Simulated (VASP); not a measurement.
OSZICAR of a VASP run on BN (wurtzite):

### OSZICAR
```
       N       E                     dE             d eps       ncg     rms          rms(c)
DAV:   1     0.438334146937E+02    0.43833E+02   -0.89798E+03   864   0.133E+03
DAV:   2    -0.418845692440E+02   -0.85718E+02   -0.79825E+02  1200   0.282E+02
DAV:   3    -0.445644922576E+02   -0.26799E+01   -0.26664E+01  1148   0.498E+01
DAV:   4    -0.445802835429E+02   -0.15791E-01   -0.15783E-01  1060   0.394E+00
DAV:   5    -0.445804544697E+02   -0.17093E-03   -0.17087E-03  1128   0.387E-01    0.935E+00
DAV:   6    -0.379803249660E+02    0.66001E+01   -0.32652E+00  1096   0.154E+01    0.535E+00
DAV:   7    -0.379910427592E+02   -0.10718E-01   -0.73940E-01   988   0.943E+00    0.249E+00
DAV:   8    -0.392925840161E+02   -0.13015E+01   -0.93418E-01   928   0.959E+00    0.161E+00
DAV:   9    -0.378424858370E+02    0.14501E+01   -0.42882E-01   896   0.770E+00    0.330E-01
DAV:  10    -0.380601030519E+02   -0.21762E+00   -0.76571E-02   928   0.315E+00    0.139E-01
DAV:  11    -0.380624939282E+02   -0.23909E-02   -0.49576E-03  1056   0.912E-01    0.156E-01
DAV:  12    -0.380611218949E+02    0.13720E-02   -0.33247E-03   996   0.581E-01    0.102E-01
DAV:  13    -0.380660615330E+02   -0.49396E-02   -0.15123E-03   912   0.453E-01    0.477E-02
DAV:  14    -0.380663418327E+02   -0.28030E-03   -0.14788E-04  1052   0.135E-01    0.557E-03
DAV:  15    -0.380663258810E+02    0.15952E-04   -0.60401E-06  1052   0.312E-02    0.539E-03
DAV:  16    -0.380663340850E+02   -0.82040E-05   -0.18412E-07   588   0.558E-03    0.457E-03
DAV:  17    -0.380663211099E+02    0.12975E-04   -0.18222E-06   596   0.138E-02    0.347E-03
DAV:  18    -0.380663246765E+02   -0.35666E-05   -0.59707E-07   500   0.737E-03    0.163E-03
DAV:  19    -0.380663245974E+02    0.79140E-07   -0.56490E-08   496   0.339E-03
   1 F= -.38066325E+02 E0= -.38066325E+02  d E =-.380663E+02
       N       E                     dE             d eps       ncg     rms          rms(c)
DAV:   1    -0.380669293403E+02   -0.60466E-03   -0.21445E-02  1024   0.157E+00    0.192E-01
DAV:   2    -0.380663566106E+02    0.57273E-03   -0.20196E-03  1112   0.436E-01    0.638E-02
DAV:   3    -0.380662316103E+02    0.12500E-03   -0.19135E-04  1008   0.129E-01    0.195E-02
DAV:   4    -0.380663404081E+02   -0.10880E-03   -0.12982E-05  1012   0.494E-02    0.903E-03
DAV:   5    -0.380661384804E+02    0.20193E-03   -0.23043E-05   932   0.659E-02    0.494E-03
DAV:   6    -0.380662983219E+02   -0.15984E-03   -0.10175E-05   908   0.458E-02    0.208E-03
DAV:   7    -0.380662765994E+02    0.21723E-04   -0.43301E-07   476   0.805E-03    0.987E-04
DAV:   8    -0.380662833562E+02   -0.67568E-05   -0.83791E-08   444   0.358E-03    0.377E-04
DAV:   9    -0.380662811344E+02    0.22218E-05   -0.77492E-09   440   0.935E-04    0.199E-04
DAV:  10    -0.380662820138E+02   -0.87938E-06   -0.20962E-09   432   0.529E-04
   2 F= -.38066282E+02 E0= -.38066282E+02  d E =0.425836E-04
       N       E                     dE             d eps       ncg     rms          rms(c)
DAV:   1    -0.380666668641E+02   -0.38573E-03   -0.60229E-03  1024   0.836E-01    0.102E-01
DAV:   2    -0.380664782184E+02    0.18865E-03   -0.56159E-04  1104   0.231E-01    0.339E-02
DAV:   3    -0.380665123597E+02   -0.34141E-04   -0.54270E-05  1008   0.684E-02    0.103E-02
DAV:   4    -0.380664533013E+02    0.59058E-04   -0.36149E-06   988   0.261E-02    0.482E-03
DAV:   5    -0.380665442988E+02   -0.90997E-04   -0.64766E-06   920   0.348E-02    0.263E-03
DAV:   6    -0.380664807067E+02    0.63592E-04   -0.28140E-06   804   0.242E-02    0.944E-04
DAV:   7    -0.380664917894E+02   -0.11083E-04   -0.15462E-07   440   0.438E-03    0.574E-04
DAV:   8    -0.380664889632E+02    0.28262E-05   -0.20481E-08   432   0.177E-03    0.294E-04
DAV:   9    -0.380664899947E+02   -0.10315E-05   -0.23525E-09   432   0.559E-04    0.175E-04
DAV:  10    -0.380664892832E+02    0.71143E-06   -0.92649E-10   432   0.347E-04
   3 F= -.38066489E+02 E0= -.38066489E+02  d E =-.164686E-03
```

### Question
Which electronic solver shows in the log?

### Answer
It is blocked Davidson (ALGO = Normal, or the opening steps of other solvers). The INCAR had ALGO = Normal.

### Question
Can the final energy be trusted as converged?

### Answer
The calculation finished and met its thresholds. It stopped with EDIFF = 1E-6, NELM = 100, NSW = 60 and EDIFFG = -0.02 after 3 ionic steps (r2SCAN+rVV10, plane waves, VASP's PBE PAW potentials (set 64)).

The compound is BN in the wurtzite structure, a metastable high-pressure form. This run relaxes it. Symmetry was kept, so distortions that lower it aren't found. The start is the result of an earlier pass.
